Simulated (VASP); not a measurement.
A convergence study with VASP on SiC (zinc blende): one setting is varied, all else stays as given below, so the limit is that of these other settings. ε∞ is the independent-particle value.

```xyz
2
Lattice="0.0000 2.1800 2.1800 2.1800 0.0000 2.1800 2.1800 2.1800 0.0000" Properties=species:S:1:pos:R:3 pbc="T T T"
Si     0.0000     0.0000     0.0000
C      1.0900     1.0900     1.0900
```

Method: LDA (Ceperley-Alder, Perdew-Zunger), VASP's LDA PAW potentials (set 64) (plane waves; VASP). The tightest run used: 700 eV cut-off, 9×9×9 Γ-centred mesh, Gaussian smearing of 0.050 eV, potentials Si C.

Task: The settings run are NBANDS = 5; NBANDS = 6; NBANDS = 8; NBANDS = 12; NBANDS = 20; NBANDS = 36; NBANDS = 68; NBANDS = 132. From which on does the mean ε∞ stay within 0.3  of the tightest run?

Result: From NBANDS = 8 on: it is off by 0.22 there and by no more than 0.3 in any finer run, while NBANDS = 6 is off by 1.02.
```
setting       mean ε∞  bands  difference judged ()
------------  -------  -----  --------------------
NBANDS = 5       5.01      5                  2.38
NBANDS = 6       6.37      6                  1.02
NBANDS = 8       7.17      8                  0.22
NBANDS = 12      7.34     12                  0.05
NBANDS = 20      7.37     20                  0.01
NBANDS = 36      7.39     36                  0.00
NBANDS = 68      7.39     68                  0.00
NBANDS = 132     7.39    132                  0.00
```

Left out are rungs that failed or repeat a setting and relaxations that didn't move; long series are thinned to 24 rows.

The compound is SiC in the zinc blende structure. The cell was not relaxed at this level.
